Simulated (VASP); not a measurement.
# Be2B3 (P6/mmm) in VASP: notebook

One crystal, Be2B3, is run at these levels: PBE; tasks: single point, relaxation of cell and atoms.

Program: VASP 6.6.1. These are calculated values, not measurements. Logs are shortened: lines on timing, memory, paths and dates and some standing lists are left out, and cuts for length are marked.

### Step 1. The cell of the first run

It takes space group P6/mmm (No. 191, hexagonal). The conventional cell has a = 3.408 Å, b = 3.408 Å, c = 4.572 Å, α = 90.00°, β = 90.00°, γ = 120.00°. Around Be (site symmetry 6mm) lie 6 B at 2.10 Å and 1 Be at 2.12 Å. Around B (site symmetry mmm) lie 4 B at 1.70 Å.

The cell was built by a generator and needn't be a form met in nature.

### Step 2. Single point, PBE (random cell by space group and Wyckoff sites (P6/mmm, No. 191))

The input, INCAR:

```
SYSTEM = Be2B3
ALGO = Fast
EDIFF = 1E-6
ENCUT = 520
GGA = PE
ISIF = 2
ISMEAR = 0
LASPH = .TRUE.
LCHARG = .TRUE.
LELF = .TRUE.
LREAL = .FALSE.
LVHAR = .TRUE.
LWAVE = .FALSE.
NBANDS = 14
NELM = 80
PREC = Accurate
SIGMA = 0.1
```

The input, KPOINTS:

```
k-points
0
G
  12 12 8
  0 0 0
```

The input, POSCAR:

```
Be2B3
1.0
    3.4083969403      0.0000000000      0.0000000000
   -1.7041984701      2.9517583365      0.0000000000
    0.0000000000      0.0000000000      4.5719217880
Be B
2 3
Direct
    0.0000000000      0.0000000000      0.2315007086
    0.0000000000      0.0000000000      0.7684992914
    0.5000000000      0.0000000000      0.5000000000
    0.0000000000      0.5000000000      0.5000000000
    0.5000000000      0.5000000000      0.5000000000
```

Potentials or basis: VASP PAW PBE potentials, release 64 (Be, B).

Run with:

```sh
cat potpaw_PBE.64/Be/POTCAR potpaw_PBE.64/B/POTCAR > POTCAR
mpirun -np 1 vasp_std > vasp.out
```

OUTCAR:

```text
SYSTEM = Be2B3
   EDIFF = 1E-6
   ENCUT = 520
   GGA = PE
   ISIF = 2
   ISMEAR = 0
   LASPH = .TRUE.
   LREAL = .FALSE.
   NELM = 80
   PREC = Accurate

 ion  position               nearest neighbor table
   1  0.000  0.000  0.232-   4 2.10   4 2.10   3 2.10   3 2.10   5 2.10   5 2.10   2 2.12
   2  0.000  0.000  0.768-   4 2.10   4 2.10   3 2.10   3 2.10   5 2.10   5 2.10   1 2.12
   3  0.500  0.000  0.500-   5 1.70   5 1.70   4 1.70   4 1.70   1 2.10   1 2.10   2 2.10   2 2.10

   4  0.000  0.500  0.500-   5 1.70   5 1.70   3 1.70   3 1.70   1 2.10   2 2.10   1 2.10   2 2.10

   5  0.500  0.500  0.500-   3 1.70   3 1.70   4 1.70   4 1.70   1 2.10   2 2.10   1 2.10   2 2.10

  LATTYP: Found a hexagonal cell.
 ALAT       =     3.4083969403
 C/A-ratio  =     1.3413701127

  Lattice vectors:

 A1 = (   3.4083969403,   0.0000000000,   0.0000000000)
 A2 = (  -1.7041984701,   2.9517583365,   0.0000000000)
 A3 = (   0.0000000000,   0.0000000000,   4.5719217880)

Analysis of symmetry for initial positions (statically):
=====================================================================
 Subroutine PRICEL returns:
 Original cell was already a primitive cell.

 Routine SETGRP: Setting up the symmetry group for a
 hexagonal supercell.

 Subroutine GETGRP returns: Found 24 space group operations
 (whereof 24 operations were pure point group operations)
 out of a pool of 24 trial point group operations.

The static configuration has the point symmetry D_6h.

Analysis of symmetry for dynamics (positions and initial velocities):
=====================================================================
 Subroutine PRICEL returns:
 Original cell was already a primitive cell.

 Routine SETGRP: Setting up the symmetry group for a
 hexagonal supercell.

 Subroutine GETGRP returns: Found 24 space group operations
 (whereof 24 operations were pure point group operations)
 out of a pool of 24 trial point group operations.

The dynamic configuration has the point symmetry D_6h.

 Subroutine INISYM returns: Found 24 space group operations
 (whereof 24 operations are pure point group operations),
 and found     1 'primitive' translations

----------------------------------------------------------------------------------------

                                     Primitive cell

  volume of cell :      45.9970

  direct lattice vectors                    reciprocal lattice vectors
     3.408396940  0.000000000  0.000000000     0.293393058  0.169390561  0.000000000
    -1.704198470  2.951758337  0.000000000     0.000000000  0.338781122  0.000000000
     0.000000000  0.000000000  4.571921788     0.000000000  0.000000000  0.218726401

  length of vectors
     3.408396940  3.408396940  4.571921788     0.338781122  0.338781122  0.218726401

  position of ions in fractional coordinates (direct lattice)
     0.000000000  0.000000000  0.231500709
     0.000000000  0.000000000  0.768499291
     0.500000000  0.000000000  0.500000000
     0.000000000  0.500000000  0.500000000
     0.500000000  0.500000000  0.500000000

  ion indices of the primitive-cell ions
   primitive index   ion index
                 1           1
                 2           2
                 3           3
                 4           4
                 5           5

----------------------------------------------------------------------------------------

 KPOINTS: k-points

Automatic generation of k-mesh.
 Grid dimensions read from file:
 generate k-points for:   12   12    8

 Generating k-lattice:

  Cartesian coordinates                     Fractional coordinates (reciprocal lattice)
     0.024449421  0.014115880  0.000000000     0.083333333  0.000000000  0.000000000
     0.000000000  0.028231760  0.000000000     0.000000000  0.083333333  0.000000000
     0.000000000  0.000000000  0.027340800     0.000000000  0.000000000  0.125000000

  Length of vectors
     0.028231760  0.028231760  0.027340800

  Shift w.r.t. Gamma in fractional coordinates (k-lattice)
     0.000000000  0.000000000  0.000000000

 Subroutine IBZKPT returns following result:
 ===========================================

 Found     95 irreducible k-points:

 Following reciprocal coordinates:
            Coordinates               Weight
  0.000000  0.000000  0.000000      1.000000
  0.083333  0.000000  0.000000      6.000000
  0.166667  0.000000  0.000000      6.000000
  0.250000  0.000000  0.000000      6.000000
  0.333333  0.000000  0.000000      6.000000
  0.416667  0.000000  0.000000      6.000000
[... 16 lines left out ...]
  0.250000  0.000000  0.125000     12.000000
  0.333333  0.000000  0.125000     12.000000
 [... further k-points ...]
   k-points           NKPTS =     95   k-points in BZ     NKDIM =     95   number of bands    NBANDS=     14
   number of dos      NEDOS =    301   number of ions     NIONS =      5
   total plane-waves  NPLWV =  28224
   dimension x,y,z NGX =    28 NGY =   28 NGZ =   36
   dimension x,y,z NGXF=    56 NGYF=   56 NGZF=   72
   ions per type =               2   3
   NGX,Y,Z   is equivalent  to a cutoff of  13.66, 13.66, 13.09 a.u.
   NGXF,Y,Z  is equivalent  to a cutoff of  27.31, 27.31, 26.18 a.u.
 SYSTEM =  Be2B3
   PREC   = accura    normal or accurate (medium, high low for compatibility)
   ISTART =      0    job   : 0-new  1-cont  2-samecut
   ICHARG =      2    charge: 1-file 2-atom 10-const
   ISPIN  =      1    spin polarized calculation?
   LNONCOLLINEAR =      F non collinear calculations
   LSORBIT =      F    spin-orbit coupling
   LASPH  =      T    aspherical Exc in radial PAW
   ENCUT  =  520.0 eV  38.22 Ry    6.18 a.u.   6.34  6.34  8.50*2*pi/ulx,y,z
   NELM   =     80;   NELMIN=  2; NELMDL= -5     # of ELM steps
   EDIFF  = 0.1E-05   stopping-criterion for ELM
   LREAL  =      F    real-space projection
   EDIFFG = 0.1E-04   stopping-criterion for IOM
   NSW    =      0    number of steps for IOM
   IBRION =     -1    ionic relax: 0-MD 1-quasi-New 2-CG
   NFREE  =      0    steps in history (QN), initial steepest desc. (CG)
   ISIF   =      2    stress and relaxation
   ISYM   =      2    0-nonsym 1-usesym 2-fastsym
   POTIM  = 0.5000    time-step for ionic-motion
   TEBEG  =    0.0;   TEEND  =   0.0 temperature during run
   PSTRESS=    0.0 pullay stress
   NELECT =      13.0000    total number of electrons
   NUPDOWN=      -1.0000    fix difference up-down
   EMIN   =  10.00;   EMAX   =-10.00  energy-range for DOS
   EFERMI =   0.00;   METHOD = LEGACY
   ISMEAR =     0;   SIGMA  =   0.10  broadening in eV -4-tet -1-fermi 0-gaus
   EFERMI_NEDOS =   21; number of points for ismear=-14 and -15
   IALGO  =     68    algorithm
   IMIX   =      4    mixing-type and parameters
     AMIX     =   0.40;   BMIX     =  1.00
     AMIX_MAG =   1.60;   BMIX_MAG =  1.00
  volume/ion in A,a.u.               =       9.20        62.08
  Fermi-wavevector in a.u.,A,eV,Ry     =   1.074351  2.030228 15.704242  1.154229
  Thomas-Fermi vector in A             =   2.210176
   LORBIT       =      0    0 simple, 1 ext, 2 COOP (PROOUT), +10 PAW based schemes
   GGA     = PE    functional components
   LHFCALC =     F    Hartree Fock is set to
   AEXX    =    0.0000 exact exchange contribution
   IVDW    =     0    specifies the selected vdW correction
   LEPSILON=     F    determine dielectric tensor
   LRPA    =     F    only Hartree local field effects (RPA)
 non-spin polarized calculation
 RMM-DIIS sequential band-by-band and
 Gauss-broadening in eV      SIGMA  =   0.10
  energy-cutoff  :      520.00
  volume of cell :       46.00
 maximum number of plane-waves:      1255
 NGX is ok and might be reduce to    28
   NGX = 13   NGY = 13   NGZ = 17

 number of electron      13.0000000 magnetization

 Free energy of the ion-electron system (eV)
  ---------------------------------------------------
  ext. energy  EPLUGINS =         0.00000000
  ---------------------------------------------------
  free energy    TOTEN  =       -25.31571380 eV

  energy without entropy =      -25.31278798  energy(sigma->0) =      -25.31425089

 E-fermi :   4.9790     XC(G=0): -10.1465

 val. band max:        4.9666199066   @ k =   0.1667   0.1667   0.3750
 cond. band min:       5.0507078021   @ k =   0.2500   0.0833   0.2500
 fundamental gap:      0.0840878955
 Fermi energy:         4.9790130213

 k-point     1 :       0.0000    0.0000    0.0000
  band No.  band energies     occupation
      1     -10.5022      2.00000
      2      -2.9713      2.00000
      3      -2.1022      2.00000
      4       0.1923      2.00000
      5       0.1923      2.00000
      6       1.6759      2.00000
      7       7.1903      0.00000
      8       7.1903      0.00000
      9       8.4481      0.00000
     10      10.6183      0.00000
     11      10.6183      0.00000
     12      11.6701      0.00000
     13      11.6701      0.00000
     14      13.5768      0.00000

 k-point     2 :       0.0833    0.0000    0.0000
  band No.  band energies     occupation
      1     -10.4168      2.00000
      2      -3.0922      2.00000
      3      -2.0065      2.00000
      4      -0.2117      2.00000
      5       0.1476      2.00000
      6       1.7863      2.00000
      7       7.3432      0.00000
      8       7.5023      0.00000
      9       8.8847      0.00000
     10       9.5289      0.00000
     11       9.8935      0.00000
     12      12.2572      0.00000
     13      12.5629      0.00000
     14      12.9440      0.00000
[... 343 lines left out ...]
      1      -9.7241      2.00000
      2      -4.2812      2.00000
      3      -1.6720      2.00000
      4      -1.4627      2.00000
      5      -0.1007      2.00000
      6       2.9109      2.00000
      7       6.0032      0.00000
      8       8.0369      0.00000
      9       8.3124      0.00000
     10       8.4747      0.00000
     11      10.9526      0.00000
     12      12.4445      0.00000
     13      12.9447      0.00000
     14      13.3291      0.00000

 k-point    24 :       0.3333    0.0000    0.1250
  band No.  band energies     occupation
      1      -9.1359      2.00000
      2      -5.3217      2.00000
      3      -2.0390      2.00000
      4      -0.8333      2.00000
      5      -0.2363      2.00000
      6       3.3724      2.00000
      7       4.5818      2.00000
      8       7.5237      0.00000
      9       7.9058      0.00000
     10       9.2153      0.00000
     11      11.2471      0.00000
     12      12.8336      0.00000
     13      13.1617      0.00000
     14      14.2736      0.00000

 [... further k-points ...]
[... 5 lines left out ...]
  --------------------------------------------------------------------------------------
  -------------------------------------------------------------------------------------
  Total        0.0301534      0.0301534      0.0003033      0.0000000     -0.0000000      0.0000000
  in kB        1.0503078      1.0503078      0.0105651      0.0000000     -0.0000000      0.0000000
  external PRESSURE =       0.7037269 kB  Pullay stress =       0.0000000 kB

 VOLUME and BASIS-vectors are now :
 -----------------------------------------------------------------------------
  energy-cutoff  :      520.00
  volume of cell :       46.00
      direct lattice vectors                 reciprocal lattice vectors
     3.408396940  0.000000000  0.000000000     0.293393058  0.169390561  0.000000000
    -1.704198470  2.951758337  0.000000000     0.000000000  0.338781122  0.000000000
     0.000000000  0.000000000  4.571921788     0.000000000  0.000000000  0.218726401

 POSITION                                       TOTAL-FORCE (eV/Angst)
 -----------------------------------------------------------------------------------
      0.00000      0.00000      1.05840         0.000000     -0.000000     -0.012216
      0.00000      0.00000      3.51352        -0.000000      0.000000      0.012216
      1.70420      0.00000      2.28596        -0.000000      0.000000      0.000000
     -0.85210      1.47588      2.28596        -0.000000      0.000000      0.000000
      0.85210      1.47588      2.28596        -0.000000      0.000000      0.000000
 -----------------------------------------------------------------------------------
    total drift:                                0.000000      0.000000      0.000000

  FREE ENERGIE OF THE ION-ELECTRON SYSTEM (eV)
  ---------------------------------------------------
  free  energy   TOTEN  =       -25.3157138022 eV

  energy  without entropy=      -25.3127879802  energy(sigma->0) =      -25.31425089
```

Run time: 68 s. Hardware: 1 thread of Intel Xeon Platinum 8488C (Sapphire Rapids), shared host; peak memory 0.19 GiB.

What came out:

```
Free energy            : -25.3157 eV
Pressure               : 0.1 GPa
Largest force          : 0.012 eV/Å
Band gap on the k mesh : none (metal or under the smearing width)
```

Forces in eV/Å, atoms in the order of the input:
```
Be   0.000  0.000 -0.012
Be   0.000  0.000  0.012
B    0.000  0.000  0.000
B    0.000  0.000  0.000
B    0.000  0.000  0.000
```

Stress tensor (GPa, compression positive):
```
0.11 0.00 0.00
0.00 0.11 0.00
0.00 0.00 0.00
```

### Step 3. Relaxation of cell and atoms, PBE (random cell by space group and Wyckoff sites (P6/mmm, No. 191))

The input, INCAR:

```
PREC = Accurate
ENCUT = 600
EDIFF = 1E-6
ISMEAR = 0
SIGMA = 0.1
LREAL = False
LASPH = True
NELM = 100
ALGO = Fast
ISIF = 3
LWAVE = False
LCHARG = False
GGA = PE
IBRION = 2
NSW = 100
EDIFFG = -0.01
```

The input, KPOINTS:

```
Automatic mesh
0
Gamma
  12 12 8
```

The input, POSCAR:

```
Be2B3
1.0
    3.4278124712      0.0000000000      0.0000000000
   -1.7139062356      2.9685726794      0.0000000000
    0.0000000000      0.0000000000      4.4791849891
Be B
2 3
Direct
    0.0000000000      0.0000000000      0.2357035487
    0.0000000000      0.0000000000      0.7642964513
    0.5000000000      0.0000000000      0.5000000000
    0.0000000000      0.5000000000      0.5000000000
    0.5000000000      0.5000000000      0.5000000000
```

Potentials or basis: VASP PAW PBE potentials, release 64 (Be, B).

Run with:

```sh
cat potpaw_PBE.64/Be/POTCAR potpaw_PBE.64/B/POTCAR > POTCAR
mpirun -np 1 vasp_std > vasp.out
```

It took 2.6 min on 1 thread of Intel Xeon Platinum 8488C (Sapphire Rapids), shared host; peak memory 0.2 GiB.

It converged, with:

```
Free energy                            : -25.3183 eV
Relaxed volume                         : 9.21 Å³/atom
Relaxed cell                           : a = 3.409 Å, b = 3.409 Å, c = 4.573 Å, α = 90.00°, β = 90.00°, γ = 120.00°
Space group after relaxing (to 0.05 Å) : P6/mmm (No. 191)
Energy gained by relaxing              : 3.1 meV/atom
Ionic steps                            : 6
Pressure after relaxing                : 0.0 GPa
Largest force after relaxing           : 0.009 eV/Å
Band gap on the k mesh                 : none (metal or under the smearing width)
```

Forces in eV/Å, atoms in the order of the input:
```
Be   0.000  0.000  0.009
Be   0.000  0.000 -0.009
B    0.000  0.000  0.000
B    0.000  0.000  0.000
B    0.000  0.000  0.000
```

Step by step:
```
step  energy change (eV)  largest force (eV/Å)  pressure (GPa)  volume (Å³)
   1              0.0000                0.2634           -0.46        45.58
   2             -0.0109                0.0813            0.93        45.40
   3             -0.0117                0.0142            1.44        45.34
   4             -0.0148                0.0589            0.12        45.86
   5             -0.0148                0.0717           -0.12        45.95
   6             -0.0153                0.0086           -0.04        46.03
```

Final structure:
```xyz
5
Lattice="3.4090 0.0000 0.0000 -1.7045 2.9523 0.0000 0.0000 0.0000 4.5730" Properties=species:S:1:pos:R:3 pbc="T T T"
Be    0.0000    0.0000    1.0575
Be    0.0000    0.0000    3.5155
B     1.7045    0.0000    2.2865
B    -0.8523    1.4761    2.2865
B     0.8523    1.4761    2.2865
```

Levels at points of the mesh, in eV from the Fermi level:
```tsv
k point	band 2	band 3	band 4	band 5	band 6	band 7	band 8	band 9	band 10
(0.00, 0.00, 0.00)	-7.94	-7.08	-4.78	-4.78	-3.30	2.21	2.21	3.47	5.64
(0.50, 0.00, 0.00)	-12.20	-7.25	-5.35	-4.47	-2.20	-0.88	1.35	2.32	5.24
(0.00, 0.00, 0.50)	-8.23	-7.93	-4.69	-4.69	-0.34	2.36	2.36	3.34	4.76
(0.50, 0.00, 0.50)	-12.14	-7.24	-5.38	-5.21	-3.71	1.22	1.66	5.02	5.26
```
